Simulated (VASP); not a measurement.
A convergence study with VASP on WSi2 (MoSi2 type): one setting is varied, all else stays as given below, so the limit is that of these other settings.

```yaml
crystal:
  lattice:
    - [-1.60500, 1.60500, 3.91500]
    - [1.60500, -1.60500, 3.91500]
    - [1.60500, 1.60500, -3.91500]
  atoms:
    - { symbol: Si, position: [0.66500, 0.66500, 0.00000] }
    - { symbol: Si, position: [0.33500, 0.33500, 0.00000] }
    - { symbol: W, position: [0.00000, 0.00000, 0.00000] }
```

Computed with PBE GGA, VASP's PBE PAW potentials (set 64) (plane waves; VASP). The tightest run used: 550 eV cut-off, 19×19×19 Monkhorst-Pack mesh, first-order Methfessel-Paxton smearing of 0.10 eV, potentials Si W_sv.

Q: The settings run are 1×1×1 mesh; 2×2×2 mesh; 3×3×3 mesh; 4×4×4 mesh; 5×5×5 mesh; 6×6×6 mesh; 7×7×7 mesh; 8×8×8 mesh; 9×9×9 mesh; 10×10×10 mesh; 11×11×11 mesh; 12×12×12 mesh; 13×13×13 mesh; 14×14×14 mesh; 15×15×15 mesh; 16×16×16 mesh; 17×17×17 mesh; 18×18×18 mesh; 19×19×19 mesh. From which on does the energy per atom stay within 0.01 eV/atom of the tightest run?

A: From 5×5×5 mesh on: it is off by 0.0067 there and by no more than 0.01 in any finer run, while 4×4×4 mesh is off by 0.0316.
```
setting        E (eV/atom)  pressure (GPa)  largest force (eV/Å)  irreducible k-points  difference judged (eV/atom)
-------------  -----------  --------------  --------------------  --------------------  ---------------------------
1×1×1 mesh         -5.3653           32.09                 0.175                     1                       2.9034
2×2×2 mesh         -7.8612           11.67                 1.636                     3                       0.4076
3×3×3 mesh         -8.1300            6.84                 0.584                     6                       0.1387
4×4×4 mesh         -8.2372            4.72                 0.357                    11                       0.0316
5×5×5 mesh         -8.2620            3.98                 0.165                    18                       0.0067
6×6×6 mesh         -8.2680            4.00                 0.119                    28                       0.0007
7×7×7 mesh         -8.2688            3.97                 0.094                    40                       0.0000
8×8×8 mesh         -8.2682            3.97                 0.067                    56                       0.0005
9×9×9 mesh         -8.2678            4.00                 0.107                    75                       0.0009
10×10×10 mesh      -8.2677            3.99                 0.110                    99                       0.0010
11×11×11 mesh      -8.2680            3.97                 0.134                   126                       0.0007
12×12×12 mesh      -8.2686            3.97                 0.138                   159                       0.0001
13×13×13 mesh      -8.2688            3.98                 0.127                   196                       0.0000
14×14×14 mesh      -8.2687            3.98                 0.111                   240                       0.0000
15×15×15 mesh      -8.2686            3.98                 0.111                   288                       0.0002
16×16×16 mesh      -8.2686            3.97                 0.124                   344                       0.0002
17×17×17 mesh      -8.2687            3.97                 0.126                   405                       0.0000
18×18×18 mesh      -8.2688            3.97                 0.120                   475                       0.0001
19×19×19 mesh      -8.2687            3.97                 0.111                   550                       0.0000
```

Left out are rungs that failed or repeat a setting and relaxations that didn't move; long series are thinned to 24 rows.

The compound is WSi2 in the MoSi2 type structure. The cell was not relaxed at this level, forces remain on its atoms.
